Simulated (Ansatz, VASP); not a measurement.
**Cross-check of H13C10 (amorphous poly(phenylene vinylene) with methane at 250 K) between VASP and Ansatz**

Wanted: the spread between two codes on one cell, functional and k mesh. The cell is taken from a series of runs on this material, whose earlier steps may have relaxed, scaled, displaced or heated it; both programs get it as it stands.

Program: Ansatz 0.2.0. Level of theory: plane waves, with VASP 6.6.1 beside it; single point at RPBE with D3(BJ). Results are calculated unless marked as measured.

## (1) The starting structure

The cell holds 138 atoms: 60 C and 78 H. Its edges and angles: a = 11.299 Å, b = 11.299 Å, c = 11.299 Å, α = 90.0°, β = 90.0°, γ = 90.0°. As first built, before any earlier steps moved the atoms (in the runner's words): 3 poly(phenylene vinylene) chains of 2 units, 6 methane placed at random, at 0.92 g/cm^3; overlaps pushed apart, then 20 ps at 800 K with MMFF94 bonds, angles, torsions, charges and radii (Halgren, J. Comput. Chem. 17, 490 (1996)) in harmonic and 12-6 forms; charges of ions scaled by 0.8. Snapshot after 30 ps at 250 K and fixed volume.

## (2) Ansatz: single point, RPBE with D3(BJ)

Ansatz runs on its default PAW (the set named soft_2) files.

A single point gives forces, pressure and levels at one fixed geometry, so differences don't come from the geometry; what else differs is listed under the comparison.

Contents of input.yaml:

```yaml
crystal:
  lattice:
    - [11.29937, 0.0, 0.0]
    - [0.0, 11.29937, 0.0]
    - [0.0, 0.0, 11.29937]
  atoms:
    - { symbol: C, position: [0.93048, 0.51854, 0.97401] }
    - { symbol: C, position: [0.9755, 0.44605, 0.07822] }
    - { symbol: C, position: [0.98921, 0.51283, 0.18094] }
    - { symbol: C, position: [0.03444, 0.45671, 0.28216] }
    - { symbol: C, position: [0.05076, 0.33256, 0.27995] }
    - { symbol: C, position: [0.03977, 0.27244, 0.17289] }
    - { symbol: C, position: [0.99582, 0.32943, 0.07214] }
    - { symbol: C, position: [0.08287, 0.26541, 0.38545] }
    - { symbol: C, position: [0.14262, 0.31466, 0.477] }
    - { symbol: C, position: [0.17022, 0.26729, 0.59053] }
    - { symbol: C, position: [0.24769, 0.31941, 0.66523] }
    - { symbol: C, position: [0.26485, 0.27628, 0.77606] }
    - { symbol: C, position: [0.21618, 0.17116, 0.81552] }
    - { symbol: C, position: [0.14335, 0.11679, 0.73221] }
    - { symbol: C, position: [0.11326, 0.16561, 0.62538] }
    - { symbol: C, position: [0.22627, 0.12462, 0.93855] }
    - { symbol: C, position: [0.31263, 0.16446, 0.00878] }
    - { symbol: C, position: [0.33148, 0.1096, 0.12363] }
    - { symbol: H, position: [0.95648, 0.46628, 0.8956] }
    - { symbol: H, position: [0.8369, 0.54001, 0.97339] }
    - { symbol: H, position: [0.97194, 0.60694, 0.96065] }
    - { symbol: H, position: [0.96848, 0.60801, 0.18184] }
    - { symbol: H, position: [0.03872, 0.50967, 0.36296] }
    - { symbol: H, position: [0.06092, 0.18401, 0.16933] }
    - { symbol: H, position: [0.98428, 0.28555, 0.98756] }
    - { symbol: H, position: [0.04784, 0.17687, 0.38651] }
    - { symbol: H, position: [0.15775, 0.40752, 0.46509] }
    - { symbol: H, position: [0.28955, 0.40044, 0.63541] }
    - { symbol: H, position: [0.31499, 0.33225, 0.83943] }
    - { symbol: H, position: [0.10599, 0.03121, 0.76009] }
[... 102 atom lines left out ...]
    - { symbol: H, position: [0.19888, 0.56469, 0.79317] }
    - { symbol: C, position: [0.38726, 0.38863, 0.34472] }
    - { symbol: H, position: [0.46336, 0.37472, 0.28589] }
    - { symbol: H, position: [0.40591, 0.32704, 0.41492] }
    - { symbol: H, position: [0.30541, 0.36066, 0.30621] }
    - { symbol: H, position: [0.38815, 0.47641, 0.38242] }
kpoints:
  mp_grid: { grid: [1, 1, 1] }
hamiltonian:
  xc: rpbe
  dispersion: d3bj
scf:
  occupations: { method: fermi_dirac, width: 0.025 }
output:
  forces: true
```

Run with:

```console
> ansatz run input.yaml --threads 4 --pin off --max-ram 8192MiB --backend cpu --events-out ev --progress --plain --runs-dir out
```

Numbers of over 12 decimals in the logs are rounded to 6 here.

The log of the run:

```text
Engine: ansatz 0.2.0, x86_64-unknown-linux-gnu
Pseudopotentials: kind: paw
Pseudopotential: C, paw, valence charge 4, recommended cutoff 420 eV (normal), C.paw.azcp
Pseudopotential: H, paw, valence charge 1, recommended cutoff 420 eV (normal), H.paw.azcp
Functional definition: RPBE
  parameter kappa = 0.804
  parameter beta = 0.066725
  exchange = rpbe_x(kappa = kappa, mu = beta*pi^2/3)
  correlation = pbe_c(beta = beta)
Crystal: 138 atoms, lattice volume = 1442.656 Å³
Basis set: ecut = 420 eV, 28257 PW (Γ), exchange–correlation on 160×160×160 points (8 copies of the dense FFT grid, shifted against one another)
Bands: 297, of which v1, the nominal top of the filled ones, is band 159 counted from 1 (158 counted from 0)
Symmetry: 1 space group operations
Space group: P1 (ITA 1), of the structure as read, at distance tolerance 1.1e-4 Å
k-points: 1
Non-local potential: C, projectors of the file, l = 0: 2, l = 1: 2, l = 2: 1
Non-local potential: H, projectors of the file, l = 0: 2, l = 1: 1
PAW form: soft (Blöchl's): semilocal exchange-correlation on the pseudo side does not see the compensation charge
PAW frozen core: C, regenerated for the run's functional, and the local potential with it (the file was generated under x = pbe(κ = 0.804, μ = 0.219515), c = pbe(β = 0.066725))
PAW one-centre angular grid: C, 110 points (default); XC on 64 Gauss nodes
PAW one-centre angular grid: H, 110 points (default); XC on 64 Gauss nodes
Initial density: superposition of atomic densities (neutral atoms: chi_scale 0, normalization atom), corrected by the library's trained network
Initial wavefunctions: pseudopotential atomic-orbital guess
Functional: x = rpbe, c = pbe(β = 0.066725)
SCF iter   1: F=—  HF=-16412.058665 eV  |F-HF|=—  |Δ(HF+E_count)|=         —  Δρ=5.65e-3  dr2=4.24e-1  ethr=1.77e-3  ⟨swp⟩=6.0  Hψ=1384  notcnv=0  defer=51
preconditioner: auto → Resta (q_TF=auto, 2.120 Å⁻¹)  ε∞=2.3  [insulator: Δε(μ)=2.432 eV  Ē_g=15.262 eV  σ=0.025 eV  W_gap=1.00  n_scr=250 (ndim 8)  ℏωp=17.4 eV  f_vac=0.200  D(μ)=0.00/eV (n_scr^D=0)  ε∞_Penn≈2.3]
SCF iter   2: F=—  HF=-16412.023469 eV  |F-HF|=—  |Δ(HF+E_count)|=   3.52e-2  Δρ=2.83e-3  dr2=9.71e-2  ethr=1.33e-4  ⟨swp⟩=3.0  Hψ=507  notcnv=0  defer=132
SCF iter   3: F=—  HF=-16412.028900 eV  |F-HF|=—  |Δ(HF+E_count)|=   5.43e-3  Δρ=8.83e-4  dr2=1.70e-2  ethr=3.05e-5  ⟨swp⟩=3.0  Hψ=296  notcnv=0  defer=19
automatic band count: iteration 3 solves 184 bands in place of 297: the levels show a gap, and the empty bands left out lie too high to hold charge; the band table lists the bands solved (type scf.n_extra_bands for more)
SCF iter   4: F=—  HF=-16412.025510 eV  |F-HF|=—  |Δ(HF+E_count)|=   3.39e-3  Δρ=2.69e-4  dr2=1.23e-3  ethr=5.34e-6  ⟨swp⟩=2.0  Hψ=324  notcnv=0  defer=19
SCF iter   5: F=—  HF=-16412.025057 eV  |F-HF|=—  |Δ(HF+E_count)|=   4.53e-4  Δρ=1.16e-4  dr2=2.36e-4  ethr=3.85e-7  ⟨swp⟩=2.0  Hψ=317  notcnv=0  defer=19
SCF iter   6: F=—  HF=-16412.024918 eV  |F-HF|=—  |Δ(HF+E_count)|=   1.39e-4  Δρ=3.84e-5  dr2=2.98e-5  ethr=7.43e-8  ⟨swp⟩=2.0  Hψ=317  notcnv=0  defer=19
SCF iter   7: F=—  HF=-16412.023696 eV  |F-HF|=—  |Δ(HF+E_count)|=   1.22e-3  Δρ=1.29e-5  dr2=3.08e-6  ethr=9.37e-9  ⟨swp⟩=2.0  Hψ=343  notcnv=0  defer=19
SCF iter   8: F=—  HF=-16412.023696 eV  |F-HF|=—  |Δ(HF+E_count)|=   3.15e-7  Δρ=4.03e-6  dr2=3.97e-7  ethr=9.68e-10  ⟨swp⟩=2.0  Hψ=313  notcnv=0  defer=19
SCF iter   9: F=-16412.023696 eV  HF=-16412.023696 eV  |F-HF|=5.94e-8  |Δ(HF+E_count)|=   2.16e-9  Δρ=1.98e-6  dr2=8.74e-8  ethr=3.14e-11  ⟨swp⟩=5.0  Hψ=657  notcnv=0
SCF 1 converged in 9 iterations: F = -16412.023696 eV  dr2 = 8.74e-8
  greatest PAW one-centre occupation: 0.700 electrons in one spin orbital (limit 2), on the C atom at site 41 (counted from 0), in its partial waves of l = 0
SCF converged after 9 iterations
Free energy (F): -16412.023696 eV
Harris-Foulkes:  -16412.023696 eV  (|F-HF|=5.94e-8)
Internal energy: -16412.023696 eV  (E = F + TS)
E sigma→0 (E₀):  -16412.023696 eV
Fermi energy:    1.201251 eV
--- Per-component energies (eV) ---
  E_band       = -2267.004574
  E_kinetic    = 6586.900851
  E_local      = -19339.036269  (includes V_loc(G=0)·N_el)
  E_nonlocal   = 1754.067949
  E_hartree    = 6837.072737
  E_xc         = -3617.605094
  E_vxc        = -4496.922813  (∫ρ·V_xc dr)
  E_paw        = -6079.631373  (= ΣΔE_a)
  E_vpaw       = -446.057136  (= ΣTr[D̂ρ^β])
  E_aug_tail   = -0.109143  (compensation charges beyond the density's cutoff)
  E_ewald      = -2529.797943
  E_disp       = -22.996545  (pairwise vdW)
  E_core_change = -0.888865  (= ΣΔE_core)
  E_smearing   = -0.000000  (= −TS)
  E_closure    = -0.000000  (closes the sum)
  Σ components = -16412.023696   (vs F -16412.023696, Δ=0.00e0)
--- Forces (eV/Å), atoms counted from 1 ---
  atom   1  C      0.99593337    -0.37422145    -1.09306236
  atom   2  C     -1.59316615     4.23017476    -0.80276731
  atom   3  C      0.93017871    -0.39922639     1.31877724
  atom   4  C     -1.13544417     0.45913201    -0.41584979
  atom   5  C      0.61037893     0.43514248     0.40118916
  atom   6  C     -1.06052588     1.65643753    -0.33489298
  atom   7  C      0.97835541    -1.75022838     0.09110832
  atom   8  C      0.03043794     0.50771164     0.37031500
  atom   9  C     -0.94643442     0.50919943    -1.04267889
  atom  10  C     -1.37330779    -0.81897772    -2.07863402
  atom  11  C      1.09094357     1.53176286     0.00576587
  atom  12  C      1.57913939     1.20441442     2.37849396
  atom  13  C     -0.82377025    -0.35550586     0.55140001
  atom  14  C     -0.78927642    -1.77144992     1.17559926
  atom  15  C     -0.05305308    -1.48551438     0.91033308
  atom  16  C      1.05144852     0.96914537    -2.09125862
  atom  17  C      0.52662032    -0.16527153    -0.81141691
  atom  18  C      1.21768215     2.31607169     1.60295033
  atom  19  H     -0.55747853     0.33373623    -0.16564981
  atom  20  H     -0.50807804    -0.47192636     0.11875207
  atom  21  H      0.25804172    -0.51293710     0.49150109
  atom  22  H      0.13068487    -0.43343619    -0.03152960
  atom  23  H      0.19299666    -0.32100624     0.08076702
  atom  24  H      0.46228738    -2.34713838    -0.03257231
[...]
atom 131  H      0.18250989     0.19080773    -0.62652447
  atom 132  H      0.40012822     0.13699241     0.42812941
  atom 133  H     -0.05940237    -0.61361054     0.32279976
  atom 134  C      1.23329077    -0.55904820     0.08117190
  atom 135  H     -0.27648890     0.38570773    -0.33830487
  atom 136  H     -0.09540956    -0.38561391     0.80479209
  atom 137  H     -0.59739301     0.16327783    -0.48132911
  atom 138  H     -0.18687593     0.52898431    -0.08980712
  max |Σ_I F_I| component: 1.37e-4 eV/Å
```

## (3) VASP: single point, RPBE with D3(BJ)

The same cell, functional, mesh and smearing now go to VASP, with its own data sets.

Lines of VASP's logs that name or quote its potential files are left out, and so is its time.

Contents of INCAR:

```
SYSTEM = H13C10
PREC = Accurate
ENCUT = 520
EDIFF = 1E-06
NELM = 120
ISMEAR = -1
SIGMA = 0.025
LREAL = Auto
ALGO = Normal
GGA = RP
IVDW = 12
NBANDS = 255
LORBIT = 11
LWAVE = .FALSE.
LCHARG = .FALSE.
ISIF = 2
LASPH = .TRUE.
GGA_COMPAT = .FALSE.
EFERMI = MIDGAP
```

Contents of POSCAR:

```
H13C10
1.0
   11.2993700000      0.0000000000      0.0000000000
    0.0000000000     11.2993700000      0.0000000000
    0.0000000000      0.0000000000     11.2993700000
C H
60 78
Direct
    0.9304800000      0.5185400000      0.9740100000
    0.9755000000      0.4460500000      0.0782200000
    0.9892100000      0.5128300000      0.1809400000
    0.0344400000      0.4567100000      0.2821600000
    0.0507600000      0.3325600000      0.2799500000
    0.0397700000      0.2724400000      0.1728900000
    0.9958200000      0.3294300000      0.0721400000
    0.0828700000      0.2654100000      0.3854500000
    0.1426200000      0.3146600000      0.4770000000
    0.1702200000      0.2672900000      0.5905300000
    0.2476900000      0.3194100000      0.6652300000
    0.2648500000      0.2762800000      0.7760600000
    0.2161800000      0.1711600000      0.8155200000
    0.1433500000      0.1167900000      0.7322100000
    0.1132600000      0.1656100000      0.6253800000
    0.2262700000      0.1246200000      0.9385500000
    0.3126300000      0.1644600000      0.0087800000
    0.3314800000      0.1096000000      0.1236300000
    0.5658800000      0.9100600000      0.0144400000
    0.5648600000      0.8367000000      0.1241100000
    0.6771400000      0.8004800000      0.1562800000
    0.6895900000      0.7467800000      0.2665500000
    0.5894900000      0.7211800000      0.3359300000
    0.4799200000      0.7533200000      0.2983200000
    0.4667200000      0.8166000000      0.1981700000
    0.6033000000      0.6651700000      0.4547000000
    0.5275300000      0.6869200000      0.5403400000
    0.5509500000      0.6313600000      0.6536700000
    0.5724600000      0.6935200000      0.7588800000
    0.5947100000      0.6361400000      0.8642200000
[... 102 atom lines left out ...]
    0.0696500000      0.5043700000      0.7098300000
    0.1988800000      0.5646900000      0.7931700000
    0.4633600000      0.3747200000      0.2858900000
    0.4059100000      0.3270400000      0.4149200000
    0.3054100000      0.3606600000      0.3062100000
    0.3881500000      0.4764100000      0.3824200000
```

Contents of KPOINTS:

```
Automatic mesh
0
Gamma
1 1 1
0 0 0
```

The projector-augmented-wave data sets are C and H (PBE family, release 64).

Run with:

```console
> export OMP_NUM_THREADS=3
> mpirun -np 1 vasp_gam
```

The log of the run:

```text
[banner, memory and clock lines left out]
running    1 mpi-ranks, on    1 nodes
[...]
Offloading initialized ...    1 GPUs detected
[...]
|                                                                             |
|               ----> ADVICE to this user running VASP <----                  |
|                                                                             |
|     You enforced a specific xc type in the INCAR file but a different       |
|     [... a line on the potential file left out ...]
|     I HOPE YOU KNOW WHAT YOU ARE DOING!                                     |
|                                                                             |

 LDA part: xc-table for (Slater+PW92), standard interpolation
 POSCAR, INCAR and KPOINTS ok, starting setup
[...]
entering main loop
       N       E                     dE             d eps       ncg     rms          rms(c)
DAV:   1     0.201224117663E+04    0.20122E+04   -0.15865E+05   510   0.113E+03
DAV:   2    -0.639811283978E+03   -0.26521E+04   -0.25117E+04   637   0.263E+02
DAV:   3    -0.884215794690E+03   -0.24440E+03   -0.24215E+03   636   0.804E+01
DAV:   4    -0.890477207953E+03   -0.62614E+01   -0.62436E+01   644   0.149E+01
[...]
DAV:  17    -0.804611707540E+03    0.40976E-05   -0.12856E-05   596   0.930E-03    0.294E-03
DAV:  18    -0.804611706110E+03    0.14300E-05   -0.22783E-06   508   0.419E-03    0.125E-03
DAV:  19    -0.804611705847E+03    0.26249E-06   -0.57249E-07   436   0.235E-03
   1 F= -.82760722E+03 E0= -.82760722E+03  d E =-.802415E-19
```

From OUTCAR (step 3):

```text
  FREE ENERGIE OF THE ION-ELECTRON SYSTEM (eV)
  ---------------------------------------------------
  free  energy   TOTEN  =      -827.6072212516 eV

  energy  without entropy=     -827.6072212516  energy(sigma->0) =     -827.60722125
```

The run ends at a pressure of 3.83 GPa, with forces up to 4.6 eV/Å.

## (4) Side by side

Known differences besides the potentials themselves: the cutoff is 420 eV in Ansatz and 520 eV in VASP (PREC = Accurate, projectors in real space); Ansatz makes its cores anew for this functional, VASP keeps those of its PBE data sets. Total energies have different zeros and are not compared.

Both answers:

```
              quantity  Ansatz   VASP  difference
gap on the k mesh (eV)   2.240  2.239      +0.001
```

Forces on 10 of the 138 atoms, those with the largest forces and the largest differences (eV/Å; atoms numbered as in POSCAR):

```
atom         Ansatz x, y, z           VASP x, y, z
  C2  -1.593, 4.230, -0.803  -1.603, 4.242, -0.825
  C6  -1.061, 1.656, -0.335  -1.043, 1.612, -0.343
 C12    1.579, 1.204, 2.378    1.603, 1.226, 2.394
 C15  -0.053, -1.486, 0.910  -0.078, -1.505, 0.883
 C17  0.527, -0.165, -0.811  0.560, -0.134, -0.820
 C18    1.218, 2.316, 1.603    1.214, 2.302, 1.629
 C26  -1.170, 1.504, -2.884  -1.149, 1.486, -2.900
 C37  -1.130, -2.556, 1.535  -1.112, -2.541, 1.544
 C40   -1.389, 2.959, 1.130   -1.394, 2.972, 1.139
 C50    1.327, 1.824, 2.129    1.317, 1.797, 2.104
```

The forces differ by 14 meV/Å r.m.s., which is 1.5 % of the r.m.s. force of 0.886 eV/Å (both taken over all components). A gap on the mesh is an upper bound, since the band edges may lie between its points.

## (5) Outcome

```yaml
r_m_s_force_difference_single_point_rpbe_with_d3_bj: 1.5 % of the r.m.s. force
```

**Reading.** The r.m.s. force difference is 1.5 % of the r.m.s. force (single point, RPBE with D3(BJ)), within the 3 % picked in this series as the mark of a large difference. Such differences can come from data sets, numerical settings and the points named under the comparisons, not from the functional's error against experiment.

[Lines on the potential files, build, host, timing and source positions are cut from VASP's logs without a mark.]

[Logs are printed without paths, hosts, clocks, repeated set-up lines and the standing remarks that a program may print on its own settings, such as how far it seeks lower states.]

[Hosts, paths, dates, database ids (printed as entryN), source tags and the programs' standing remarks are cut or masked in the printed files.]

[The MMFF94 radii named for the starting cell were scaled by 0.96; in molecules described by MMFF94, hydrogen bound to N, O or S took a small fixed 12-6 site in their place.]
